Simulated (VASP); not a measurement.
Consider the following.

```
LiH
1.0
    0.00000     1.98076     1.98076
    1.98076     0.00000     1.98076
    1.98076     1.98076     0.00000
Li H
1 1
Direct
  0.00000   0.00000   0.00000
  0.50000   0.50000   0.50000
```

These are rev-vdW-DF2, VASP's PBE PAW potentials (set 64) (plane waves; VASP) values and carry that method's errors. Numerical set-up: 520 eV cut-off, 11×11×11 Γ-centred mesh, Gaussian smearing of 0.050 eV, potentials Li_sv H.

Task: Predict the energy per atom (σ→0), pressure.

Result: 
| Quantity | Result |
|---|---|
| energy per atom (σ→0) | -2.720 eV/atom |
| pressure | 1.13 GPa |

Total energies compare only between runs with the same potentials, cut-off and functional.

The compound is LiH in the rock salt structure. This cell is one point of a volume scan, at 0.97 of the reference volume.
